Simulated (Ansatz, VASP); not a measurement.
# ZnS (Wurtzite-2H): VASP beside Ansatz

Wanted: the spread between two codes on one cell, functional and k mesh. The cell is taken from a series of runs on this material, whose earlier steps may have relaxed, scaled, displaced or heated it; both programs get it as it stands.

Method: plane waves, with VASP 6.6.1 beside it; zone-centre phonons at LDA, in Ansatz 0.2.0.

### 1. The structure

It takes space group P6_3mc (No. 186, hexagonal). Conventional cell: a = 3.729 Å, b = 3.729 Å, c = 6.204 Å, α = 90.00°, β = 90.00°, γ = 120.00°. Nearest to S lie 4 Zn at 2.30 to 2.31 Å. Nearest to Zn lie 4 S at 2.30 to 2.31 Å. Farther neighbours and most contacts between anions are not listed.

Coordinates:

```cif
data_structure
_symmetry_space_group_name_H-M 'P 1'
_symmetry_Int_Tables_number 1
_cell_length_a 3.7289
_cell_length_b 3.7289
_cell_length_c 6.2043
_cell_angle_alpha 90.000
_cell_angle_beta 90.000
_cell_angle_gamma 120.000
_cell_volume 74.71
loop_
_atom_site_label
_atom_site_type_symbol
_atom_site_fract_x
_atom_site_fract_y
_atom_site_fract_z
_atom_site_occupancy
S1 S 0.33333 0.66667 0.37828 1
S2 S 0.66667 0.33333 0.87828 1
Zn3 Zn 0.33333 0.66667 0.00672 1
Zn4 Zn 0.66667 0.33333 0.50672 1
```

### 2. Ansatz: zone-centre phonons, LDA

Ansatz runs on its PAW soft_1 files.

Second derivatives magnify differences that forces hide, and they need a tight electronic threshold.

input.yaml reads:

```yaml
crystal:
  lattice:
    - [3.7289405153, 0.0, 0.0]
    - [-1.8644702576, 3.2293572155, 0.0]
    - [0.0, 0.0, 6.2042734975]
  atoms:
    - { symbol: S, position: [0.3333333302, 0.6666666698, 0.3782818081] }
    - { symbol: S, position: [0.6666666698, 0.3333333302, 0.8782818081] }
    - { symbol: Zn, position: [0.3333333369, 0.6666666631, 0.0067181919] }
    - { symbol: Zn, position: [0.6666666631, 0.3333333369, 0.5067181919] }
kpoints:
  mp_grid: { grid: [12, 12, 8] }
hamiltonian:
  xc: lda
  pseudopotentials: { kind: paw, azcp: { folder: soft_1 }, xc_functional: pbe }
scf:
  occupations: { method: fixed }
output:
  eigenvalues: true
phonons:
  method: dfpt
  dielectric: true
  rigid_motions: translations
```

Launch:

```console
$ ansatz run input.yaml --threads 4 --pin off --max-ram 16384MiB --backend cpu --events-out ev --progress --plain --runs-dir out
```

Numbers of over 12 decimals in the logs are rounded to 6 here.

What it wrote:

```text
Engine: ansatz 0.2.0, aarch64-unknown-linux-gnu
Pseudopotentials: kind: paw
Pseudopotential: S, paw, valence charge 6, recommended cutoff 420 eV (normal), soft_1/S.paw.azcp
Pseudopotential: Zn, paw, valence charge 12, recommended cutoff 420 eV (normal), soft_1/Zn.paw.azcp
Functional definition: SPW92
  exchange = slater_x
  correlation = pw_c
Crystal: 4 atoms, lattice volume = 74.712 Å³
Basis set: ecut = 420 eV, 1473 PW (Γ), exchange–correlation on 50×50×96 points (8 copies of the dense FFT grid, shifted against one another)
Bands: 22, of which v1, the nominal top of the filled ones, is band 18 counted from 1 (17 counted from 0)
Symmetry: 12 space group operations
k-points: 320 of 1152 (irreducible under 2 space group operations, time reversal used)
Non-local potential: S, projectors of the file, l = 0: 2, l = 1: 2, l = 2: 1
Non-local potential: Zn, projectors of the file, l = 0: 2, l = 1: 2, l = 2: 3, l = 3: 1
PAW form: soft (Blöchl's): semilocal exchange-correlation on the pseudo side does not see the compensation charge
PAW frozen core: S, regenerated for the run's functional, and the local potential with it (the file was generated under x = pbe(κ = 0.804, μ = 0.219515), c = pbe(β = 0.066725))
PAW frozen core: Zn, regenerated for the run's functional, and the local potential with it (the file was generated under x = pbe(κ = 0.804, μ = 0.219515), c = pbe(β = 0.066725))
PAW one-centre angular grid: S, 110 points (default); XC on 64 Gauss nodes
PAW one-centre angular grid: Zn, 590 points (default); XC on 64 Gauss nodes
Initial density: superposition of atomic densities (chi_scale 0.1, normalization cell, long waves kept (reshape's long-wave potential 0.00 eV rms))
Initial wavefunctions: pseudopotential atomic-orbital guess
Functional: x = slater, c = lda
SCF iter   1: F=—  HF=-8235.078591 eV  |F-HF|=—  |Δ(HF+E_count)|=         —  Δρ=3.82e-2  dr2=6.78e-1  ethr=3.10e-3  ⟨swp⟩=5.0  Hψ=34764  notcnv=0  defer=609
preconditioner: auto → Resta (q_TF=auto, 2.416 Å⁻¹)  ε∞=6.3  [insulator: Δε(μ)=2.378 eV  Ē_g=11.172 eV  n_scr=22 (ndim 8)  ℏωp=25.8 eV  f_vac=0.002  ε∞_Penn≈6.3]
SCF iter   2: F=—  HF=-8234.918075 eV  |F-HF|=—  |Δ(HF+E_count)|=   1.61e-1  Δρ=1.58e-2  dr2=1.49e-1  ethr=1.88e-3  ⟨swp⟩=2.3  Hψ=14607  notcnv=0  defer=634
SCF iter   3: F=—  HF=-8234.885061 eV  |F-HF|=—  |Δ(HF+E_count)|=   3.30e-2  Δρ=1.00e-2  dr2=5.09e-2  ethr=4.15e-4  ⟨swp⟩=2.0  Hψ=12814  notcnv=0  defer=637
SCF iter   4: F=—  HF=-8234.869051 eV  |F-HF|=—  |Δ(HF+E_count)|=   1.60e-2  Δρ=3.04e-3  dr2=4.37e-3  ethr=1.41e-4  ⟨swp⟩=2.0  Hψ=15365  notcnv=0  defer=637
SCF iter   5: F=—  HF=-8234.869226 eV  |F-HF|=—  |Δ(HF+E_count)|=   1.76e-4  Δρ=4.63e-4  dr2=1.89e-4  ethr=1.21e-5  ⟨swp⟩=2.2  Hψ=12264  notcnv=0  defer=637
SCF iter   6: F=—  HF=-8234.869291 eV  |F-HF|=—  |Δ(HF+E_count)|=   6.51e-5  Δρ=2.36e-4  dr2=3.75e-5  ethr=5.24e-7  ⟨swp⟩=2.8  Hψ=12424  notcnv=0  defer=620
SCF iter   7: F=—  HF=-8234.869302 eV  |F-HF|=—  |Δ(HF+E_count)|=   1.01e-5  Δρ=5.71e-5  dr2=9.58e-7  ethr=1.04e-7  ⟨swp⟩=2.2  Hψ=12530  notcnv=0  defer=7
SCF iter   8: F=—  HF=-8234.869304 eV  |F-HF|=—  |Δ(HF+E_count)|=   2.07e-6  Δρ=1.69e-5  dr2=1.23e-7  ethr=2.66e-9  ⟨swp⟩=2.1  Hψ=11311  notcnv=0  defer=4
SCF iter   9: F=—  HF=-8234.869304 eV  |F-HF|=—  |Δ(HF+E_count)|=   1.52e-8  Δρ=1.61e-6  dr2=2.02e-9  ethr=3.43e-10  ⟨swp⟩=2.5  Hψ=13425  notcnv=0  defer=4
SCF iter  10: F=-8234.869304 eV  HF=-8234.869304 eV  |F-HF|=2.73e-11  |Δ(HF+E_count)|=  4.80e-10  Δρ=4.29e-7  dr2=9.47e-11  ethr=1.00e-12  ⟨swp⟩=8.5  Hψ=58702  notcnv=0
SCF 1 converged in 10 iterations: F = -8234.869304 eV  dr2 = 9.47e-11
  greatest PAW one-centre occupation: 0.983 electrons in one spin orbital (limit 2), on the Zn atom at site 3 (counted from 0), in its partial waves of l = 2
DFPT response loops at Γ: preconditioner auto → Resta (q_TF=auto, 2.416 Å⁻¹)  ε∞=5.3 (no band partly filled); β = 1.00, the filter's whole step (`scf.mixing.beta` (0.50) is not read by the response loops at its default; to damp them type it under 1.00, their step now; it binds the ground state too); Broyden in place of MSR1
── the response to a field inside a basis, on 12×12×8 k-points: an SCF that follows is theirs, and a resumed run solves both again ──
Bands: 19, of which v1, the nominal top of the filled ones, is band 18 counted from 1 (17 counted from 0)
k-points: 168 of 1152 (irreducible under 4 space group operations, time reversal used)
Initial density: handed on by an earlier stage of this run
Initial wavefunctions: pseudopotential atomic-orbital guess (no wavefunctions were taken with the density)
Eigensolver: Dense (168 Hₖ)
SCF iter   1: F=—  HF=-8234.866517 eV  |F-HF|=—  |Δ(HF+E_count)|=         —  Δρ=1.43e-4  dr2=2.43e-6  ethr=1.00e-1
preconditioner: auto → Resta (q_TF=auto, 2.416 Å⁻¹)  ε∞=8.1  [insulator: Δε(μ)=2.363 eV  Ē_g=9.683 eV  n_scr=22 (ndim 8)  ℏωp=25.8 eV  f_vac=0.025  ε∞_Penn≈8.1]
SCF iter   2: F=—  HF=-8234.866518 eV  |F-HF|=—  |Δ(HF+E_count)|=   8.61e-7  Δρ=1.17e-4  dr2=3.75e-6  ethr=6.76e-9
SCF iter   3: F=—  HF=-8234.866518 eV  |F-HF|=—  |Δ(HF+E_count)|=   7.42e-8  Δρ=2.74e-5  dr2=9.53e-8  ethr=6.76e-9
SCF iter   4: F=-8234.866518 eV  HF=-8234.866518 eV  |F-HF|=1.70e-8  |Δ(HF+E_count)|=   2.37e-7  Δρ=5.79e-6  dr2=5.88e-9  ethr=2.65e-10
SCF 1 converged in 4 iterations: F = -8234.866518 eV  dr2 = 5.88e-9
  greatest PAW one-centre occupation: 0.983 electrons in one spin orbital (limit 2), on the Zn atom at site 2 (counted from 0), in its partial waves of l = 2
DFPT response loops at Γ: preconditioner auto → Resta (q_TF=auto, 2.416 Å⁻¹)  ε∞=5.0 (no band partly filled); β = 1.00, the filter's whole step (`scf.mixing.beta` (0.50) is not read by the response loops at its default; to damp them type it under 1.00, their step now; it binds the ground state too); Broyden in place of MSR1
SCF converged after 10 iterations
Free energy (F): -8234.869304 eV
Harris-Foulkes:  -8234.869304 eV  (|F-HF|=2.73e-11)
Internal energy: -8234.869304 eV  (E = F + TS)
E sigma→0 (E₀):  -8234.869304 eV
Fermi energy:    6.267667 eV
--- Per-component energies (eV) ---
  E_band       = 15.024473
  E_kinetic    = 511.346048
  E_local      = -4478.510756  (includes V_loc(G=0)·N_el)
  E_nonlocal   = 1714.999451
  E_hartree    = 1701.598364
  E_xc         = -333.511978
  E_vxc        = -271.227954  (∫ρ·V_xc dr)
  E_paw        = -4803.913348  (= ΣΔE_a)
  E_vpaw       = -864.779146  (= ΣTr[D̂ρ^β])
  E_aug_tail   = -0.000494  (compensation charges beyond the density's cutoff)
  E_ewald      = -2550.297273
  E_core_change = 3.420682  (= ΣΔE_core)
  E_smearing   = -0.000000  (= −TS)
  E_closure    = 0.000000  (closes the sum)
  Σ components = -8234.869304   (vs F -8234.869304, Δ=0.00e0)
--- Band table (eV; the first three rows and the last of 320) ---
  k-point 0: bands = [... 14 lower, 5.3104, 6.0970, 6.2677, 6.2677, 8.3870, 9.3444, 12.4035, 12.4035]
  k-point 1: bands = [... 14 lower, 5.3435, 5.7103, 6.2272, 6.2272, 8.7295, 9.3817, 12.3651, 12.4275]
  k-point 2: bands = [... 14 lower, 5.4390, 5.4390, 6.1141, 6.1141, 9.3442, 9.4892, 12.2153, 12.5074]
  k-point 319: bands = [... 14 lower, 3.4582, 3.4582, 4.5740, 4.5740, 10.5024, 10.5024, 12.4490, 12.4490]
--- Phonons (Γ-DFPT): 4 representative perturbations + reference, on 320 of 1152 k-points (Σ response iterations 13) ---
  k mesh reduced under 2 symmetry operations, with k and −k counted as one. Each operation leaves every solved perturbation unchanged. A smaller set is not considered because the run solves the response to a homogeneous field
  ASR residual: 3.511e-4 → 0.000e0 eV/Å²; symmetrization residual: 3.989e-6 eV/Å²
  ASR residual per site (eV/Å²): 1.22e-4 1.22e-4 3.51e-4 3.51e-4
  Γ frequencies (cm⁻¹): 0.00 0.00 0.00 71.88 71.88 200.14 285.44 291.45 291.45 296.12 296.12 343.46
  ε∞ (high-frequency dielectric tensor):
        6.045873    -0.000000    -0.000000
        0.000000     6.045873    -0.000000
       -0.000000     0.000000     6.241376
  ε⁰ (static dielectric tensor: ions relaxed, cell fixed):
        8.462404    -0.000000    -0.000000
        0.000000     8.462404    -0.000000
       -0.000000    -0.000000     9.135085
  ε⁰ − ε∞ (ionic part):
        2.416531     0.000000    -0.000000
        0.000000     2.416531    -0.000000
       -0.000000    -0.000000     2.893709
  softest optical mode at Γ: 71.88 cm⁻¹; the repairs (sum rule, projections) moved no ω² at Γ by more than (1.37 cm⁻¹)²
  Born effective charges Z* (e; rows j = field, columns β = displacement):
    site 0:
        -1.83091   -0.00000   -0.00000
        -0.00000   -1.83091    0.00000
         0.00000   -0.00000   -1.96221
    site 1:
        -1.83091    0.00000    0.00000
         0.00000   -1.83091   -0.00000
        -0.00000    0.00000   -1.96221
    site 2:
         1.83091    0.00000    0.00000
        -0.00000    1.83091    0.00000
         0.00000    0.00000    1.96221
    site 3:
         1.83091    0.00000   -0.00000
        -0.00000    1.83091   -0.00000
        -0.00000   -0.00000    1.96221
  Z* charge neutrality: 1.374e-3 e pre-enforcement
  solved inside a basis spanned on kpoints, on 12×12×8 k-points, its susceptibility summed on 16×16×8: ε∞ is read to err by 2.1e-2, Z* by 1.3e-2 e (field_mesh: kpoints solves on kpoints); Z* is corrected for what the basis lacks
  optical modes at Γ without the LO–TO term, one row a degenerate level:
      ω (cm⁻¹)  modes    IR ((D/Å)²/amu)
         71.88      2             0.0000
        200.14      1             0.0000
        285.44      1             8.2587
[...]
optical modes at Γ + LO–TO along q̂ = [1.0000, 0.0000, 0.0000]:
      ω (cm⁻¹)  modes    IR ((D/Å)²/amu)
[...]
optical modes at Γ + LO–TO along q̂ = [0.0000, 1.0000, 0.0000]:
      ω (cm⁻¹)  modes    IR ((D/Å)²/amu)
[...]
343.46      1             0.0000
        344.81      1             7.1904
  optical modes at Γ + LO–TO along q̂ = [0.0000, 0.0000, 1.0000]:
      ω (cm⁻¹)  modes    IR ((D/Å)²/amu)
         71.88      2             0.0000
        200.14      1             0.0000
        291.45      2            14.3809
        296.12      2             0.0000
        343.46      1             0.0000
        345.33      1             8.2587
```

Reading the cycles: dr2 is the Hartree energy of the density residual (eV), the measure of convergence; HF is the Harris–Foulkes estimate of the energy, which meets the free energy F at convergence.

[end of part 1 of 3]

[Lines on the potential files, build, host, timing and source positions are cut from VASP's logs without a mark.]

[Logs are printed without paths, hosts, clocks, repeated set-up lines and the standing remarks that a program may print on its own settings, such as how far it seeks lower states.]

[Hosts, paths, dates, database ids (printed as entryN), source tags and the programs' standing remarks are cut or masked in the printed files.]
